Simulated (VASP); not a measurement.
Given:

```xyz
2
Lattice="0.0000 3.0725 3.0725 3.0725 0.0000 3.0725 3.0725 3.0725 0.0000" Properties=species:S:1:pos:R:3 pbc="T T T"
K      0.0000     0.0000     0.0000
Cl     3.0725     3.0725     3.0725
```

The numbers are results of LDA (Ceperley-Alder, Perdew-Zunger), VASP's LDA PAW potentials (set 64) (plane waves; VASP), not measurements. Numerical set-up: 520 eV cut-off, 8×8×8 Γ-centred mesh, Gaussian smearing of 0.050 eV, potentials K_sv Cl.

Q: Estimate the energy per atom (σ→0), band gap (on the k-mesh) with the smallest direct gap where there is one.

A: 
The band gap (on the k-mesh) is 4.99 eV, the smallest direct gap (on the k-mesh) is 4.99 eV and the energy per atom (σ→0) is -3.702 eV/atom.

Total energies compare only between runs with the same potentials, cut-off and functional.

The compound is KCl in the rock salt structure. This cell is one point of a volume scan, at 1.03 of the reference volume.
